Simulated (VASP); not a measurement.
An input for Quantum ESPRESSO's pw.x (written as the equivalent of a VASP run, and not itself run):

```
&CONTROL
  calculation = 'scf'
  pseudo_dir = './pseudo'
  outdir = './out'
  tprnfor = .true.
  tstress = .true.
/
&SYSTEM
  ibrav = 0
  nat = 1
  ntyp = 1
  ecutwfc = 80
  occupations = 'smearing'
  smearing = 'methfessel-paxton'
  degauss = 0.00735
  input_dft = 'vdw-df-ob86'
/
&ELECTRONS
  conv_thr = 7.3e-09
  electron_maxstep = 100
/
ATOMIC_SPECIES
  Mo 95.950 Mo.upf
CELL_PARAMETERS angstrom
    -1.5582679    1.5582679    1.5582679
     1.5582679   -1.5582679    1.5582679
     1.5582679    1.5582679   -1.5582679
ATOMIC_POSITIONS crystal
  Mo   0.0000000  0.0000000  0.0000000
K_POINTS automatic
  16 16 16 0 0 0
```

**Question.** Translate this input to VASP (INCAR, KPOINTS, POSCAR, choice of POTCAR).

**Answer.** Several could match; the one computed here: 
**POSCAR**
```
Mo
1
   -1.5582678564     1.5582678564     1.5582678564
    1.5582678564    -1.5582678564     1.5582678564
    1.5582678564     1.5582678564    -1.5582678564
Mo
1
Direct
  0.0000000000   0.0000000000   0.0000000000
```

**KPOINTS**
```
K-points
0
G
  16 16 16
0 0 0
```

**INCAR**
```
SYSTEM  =  Mo
PREC  =  Accurate; ENCUT  =  520; LREAL  =  F
LASPH  =  T
EDIFF  =  1E-7; NELM  =  100; ALGO  =  Normal
LMAXMIX  =  4
ISMEAR  =  1; SIGMA  =  0.1
GGA  =  MK; LUSE_VDW  =  T; AGGAC  =  0.0
PARAM1  =  0.1234; PARAM2  =  1.0
ISIF  =  2
LWAVE  =  F; LCHARG  =  F
```

POTCAR, in this order: Mo_sv (PBE.64 set). Program: vasp_std.

Limits of the translation: the potentials are each code's own (VASP's PAW set, PseudoDojo norm-conserving files in pw.x), so ENCUT and ecutwfc are chosen apart and not converted; conv_thr bounds pw.x's estimated SCF error, while EDIFF bounds the energy change between steps.

The compound is Mo in the bcc structure. This cell is one point of a volume scan, at 0.97 of the reference volume.
